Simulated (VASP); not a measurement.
## BiTe under changes of volume

One of the cells (34.399 Å³/atom); the others are scaled copies at fixed shape and fractional positions:

```
CELL_PARAMETERS angstrom
2.43875 1.40801 3.33926
-2.43875 1.40801 3.33926
0.00000 -2.81603 3.33926
ATOMIC_POSITIONS crystal
Bi 0.50000 0.50000 0.50000
Te 0.00000 0.00000 0.00000
```

The cell comes from a database or a generator and needn't be the stable form of this composition.

```yaml
Program: VASP 6.6.1
Functional: PBEsol
Potentials_or_basis: VASP PAW PBE potentials, release 64 (Bi_d, Te)
Cutoff: 520 eV
k_mesh: 7 × 7 × 7
Occupations: fermi-dirac, width 0.05 eV
Spin: no spin polarisation
```

| volume (Å³/atom) | energy over the lowest point (meV/atom) | pressure (GPa) |
| --- | --- | --- |
| 31.701 | 1.20 | 0.8 |
| 32.376 | 0.00 | -0.4 |
| 33.050 | 3.50 | -1.4 |
| 34.399 | 22.62 | -3.2 |
| 35.074 | 37.37 | -3.9 |
| 35.748 | ? | ? |

What does the run at 35.748 Å³/atom give?

Energy over the lowest point 55.09 meV/atom; pressure -4.6 GPa.

Worked out: A Birch-Murnaghan fit of order 3 (a polynomial in V^(-2/3)) to the other rows has its minimum at 32.20 Å³/atom with B0 = V·E''(V) = 55 GPa and B' = 4.6 at fixed shape and positions, which overstates the stiffness. It gives 55.05 meV/atom at 35.748 Å³/atom, against the run's 55.09, and -dE/dV = -4.5 GPa, against -4.6.

Energies are extrapolated to zero smearing.

Caveats: the PAW data sets were made with another functional, which shifts forces and pressure a little.
